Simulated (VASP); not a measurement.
LuTe2, 6 atoms in the cell. The structure is tetragonal, space group P4/nmm (No. 129). The conventional cell has a = 4.416 Å, b = 4.416 Å, c = 8.716 Å, α = 90.00°, β = 90.00°, γ = 90.00°. Around Lu (site symmetry 4mm) lie 9 Te at 3.11 to 3.25 Å. Te (site symmetry -4m2) has 4 Te at 3.12 Å and 4 Lu at 3.23 Å as nearest neighbours. Te (site symmetry 4mm) is surrounded by 5 Lu at 3.11 to 3.25 Å. The cell comes from a database or a generator and needn't be the stable form of this composition.

```yaml
Program: VASP 6.6.1
Task: single point
Functional: PBEsol
Potentials_or_basis: VASP PAW PBE potentials, release 64 (Lu, Te)
Cutoff: 520 eV
k_mesh: 5 × 5 × 3
Occupations: gaussian, width 0.15 eV
Spin: no spin polarisation
Dipole_correction: no
Further_INCAR_settings: ALGO = Fast; EDIFF = 1e-07; NBANDS = 46
```

Potentials or basis: VASP PAW PBE potentials, release 64 (Lu, Te).

The run is started by

```sh
$ cat potpaw_PBE.64/Lu/POTCAR potpaw_PBE.64/Te/POTCAR > POTCAR
$ mpirun -np 1 vasp_std > vasp.out
```

Hardware: 1 thread of Intel(R) Xeon(R) Platinum 8488C (Sapphire Rapids), on a shared host.

Task: How long does it take, and how much memory?

Result: Wall time 8 min on 1 thread of Intel(R) Xeon(R) Platinum 8488C (Sapphire Rapids), on a shared host, peak memory 0.36 GiB. Counts: scf iterations 52, k points 12.
